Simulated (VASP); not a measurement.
Computed with HSE06 screened hybrid, VASP's PBE PAW potentials (set 64) (plane waves; VASP).

A VASP calculation is set up with these files.

### POSCAR
```
CsCl
1
    4.1437000000     0.0000000000     0.0000000000
    0.0000000000     4.1437000000     0.0000000000
    0.0000000000     0.0000000000     4.1437000000
Cs Cl
1 1
Direct
  0.0033460000   0.0020540000  -0.0029870000
  0.4966540000   0.4979460000   0.5029870000
```

**INCAR**
```
SYSTEM = CsCl
PREC = Accurate; ENCUT = 300; LREAL = F
LASPH = T; ISYM = 3
EDIFF = 1E-6; NELM = 100; ALGO = Normal
LMAXMIX = 4
ISMEAR = 0; SIGMA = 0.01
GGA = PE; LHFCALC = T; AEXX = 0.25
HFSCREEN = 0.2; PRECFOCK = Fast
ISIF = 2
LWAVE = F; LCHARG = F
```

File KPOINTS:
```
Automatic mesh
0
Gamma
1 1 1
0 0 0
```

POTCAR, in this order: Cs_sv Cl (PBE.64 set). Program: vasp_std.

### Question
What will the output report for the number of irreducible k-points (NKPTS), largest plane-wave count, number of space-group operations, FFT grid (NGX, NGY, NGZ)?

### Answer

```
Property                                       Value
--------------------------------------  ------------
number of irreducible k-points (NKPTS)             1
largest plane-wave count                         847
number of space-group operations                   1
FFT grid (NGX, NGY, NGZ)                24 × 24 × 24
```

The structure comes from a computed database's CsCl entry; how it stands against other phases isn't given here. The cell was not relaxed at this level, atoms are displaced from their ideal sites. The k-mesh is coarse (spacing up to 1.52 per Å, 2π included), so the numbers may not be converged in it. The run is one of a series of settings (KPOINTS 1×1×1 Γ-centred mesh against the base run), some of them coarse on purpose.
